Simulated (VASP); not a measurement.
Method: PBE GGA, VASP's PBE PAW potentials (set 64) (plane waves; VASP).

VASP ran on this input.

**INCAR**
```
# general
SYSTEM  = Zn2Mo
PREC    = Accurate
ENCUT   = 300
LREAL   = .FALSE.
LASPH   = .TRUE.

# electronic loop
EDIFF   = 1E-6
NELM    = 100
ALGO    = Normal
LMAXMIX = 4

# smearing
ISMEAR  = -1
SIGMA   = 0.1

# functional
GGA     = PE

# ions
ISIF    = 2

# output
LWAVE   = .FALSE.
LCHARG  = .FALSE.
```

File KPOINTS:
```
Automatic
0
gamma
5 5 5
0 0 0
```

### POSCAR
```
Zn2Mo
1
    0.0000000000     3.6442750000     3.6442750000
    3.6442750000     0.0000000000     3.6442750000
    3.6442750000     3.6442750000     0.0000000000
Zn Mo
4 2
Direct
  0.1250000000   0.1250000000   0.1250000000
  0.6250000000   0.1250000000   0.1250000000
  0.1250000000   0.6250000000   0.1250000000
  0.1250000000   0.1250000000   0.6250000000
  0.7500000000   0.7500000000   0.7500000000
  0.5000000000   0.5000000000   0.5000000000
```

POTCAR, in this order: Zn Mo_sv (PBE.64 set). Program: vasp_std.

The run wrote:

### OSZICAR
```
       N       E                     dE             d eps       ncg     rms          rms(c)
DAV:   1     0.665557189767E+03    0.66556E+03   -0.28544E+04   948   0.166E+03
DAV:   2     0.255745885167E+02   -0.63998E+03   -0.62561E+03   905   0.460E+02
DAV:   3    -0.259460868434E+02   -0.51521E+02   -0.50156E+02  1007   0.138E+02
DAV:   4    -0.274430382819E+02   -0.14970E+01   -0.14704E+01  1076   0.209E+01
DAV:   5    -0.274574535927E+02   -0.14415E-01   -0.14404E-01  1023   0.191E+00    0.125E+01
DAV:   6    -0.255743632919E+02    0.18831E+01   -0.88064E+00  1106   0.258E+01    0.492E+00
DAV:   7    -0.254519533378E+02    0.12241E+00   -0.47355E-01  1092   0.418E+00    0.347E+00
DAV:   8    -0.254035290281E+02    0.48424E-01   -0.21358E-01  1084   0.392E+00    0.943E-01
DAV:   9    -0.253929288669E+02    0.10600E-01   -0.32940E-02  1088   0.174E+00    0.280E-01
DAV:  10    -0.253927250351E+02    0.20383E-03   -0.32249E-03  1037   0.398E-01    0.490E-02
DAV:  11    -0.253927154722E+02    0.95629E-05   -0.23067E-04  1081   0.133E-01    0.249E-02
DAV:  12    -0.253927168670E+02   -0.13947E-05   -0.11879E-05   993   0.307E-02    0.475E-03
DAV:  13    -0.253927159383E+02    0.92870E-06   -0.28255E-06   788   0.188E-02
   1 F= -.25392716E+02 E0= -.25332492E+02  d E =-.120447E+00
```

OUTCAR:
```
------------------------ aborting loop because EDIFF is reached ----------------------------------------
  FORCE on cell =-STRESS in cart. coord.  units (eV):
  Direction    XX          YY          ZZ          XY          YZ          ZX
  --------------------------------------------------------------------------------------
  Total       -9.7076051     -9.7076051     -9.7076051      0.0000000      0.0000000     -0.0000000
  in kB     -160.6790529   -160.6790529   -160.6790529      0.0000000      0.0000000     -0.0000000
  external PRESSURE =    -160.6790529 kB  Pullay stress =       0.0000000 kB
  volume of cell :       96.80
      direct lattice vectors                 reciprocal lattice vectors
     0.000000000  3.644275000  3.644275000    -0.137201501  0.137201501  0.137201501
     3.644275000  0.000000000  3.644275000     0.137201501 -0.137201501  0.137201501
     3.644275000  3.644275000  0.000000000     0.137201501  0.137201501 -0.137201501
 POSITION                                       TOTAL-FORCE (eV/Angst)
 -----------------------------------------------------------------------------------
      0.91107      0.91107      0.91107        -0.000000      0.000000      0.000000
      0.91107      2.73321      2.73321        -0.000000      0.000000      0.000000
      2.73321      0.91107      2.73321        -0.000000      0.000000      0.000000
      2.73321      2.73321      0.91107        -0.000000      0.000000      0.000000
      5.46641      5.46641      5.46641        -0.000000     -0.000000     -0.000000
      3.64427      3.64427      3.64427         0.000000      0.000000      0.000000
 -----------------------------------------------------------------------------------
    total drift:                                0.000000      0.000000      0.000000
  FREE ENERGIE OF THE ION-ELECTRON SYSTEM (eV)
  ---------------------------------------------------
  free  energy   TOTEN  =       -25.3927159383 eV

  energy  without entropy=      -25.2722687258  energy(sigma->0) =      -25.33249233
```
(Selected blocks of OUTCAR.)

At this cut-off the stress carries a Pulay error, which pulls relaxed volumes low.

The structure was generated: Zn2Mo was put into an ordered model structure, which need not be its known phase. The cell was not relaxed at this level, and its volume differs by -5.9 % from the start's.
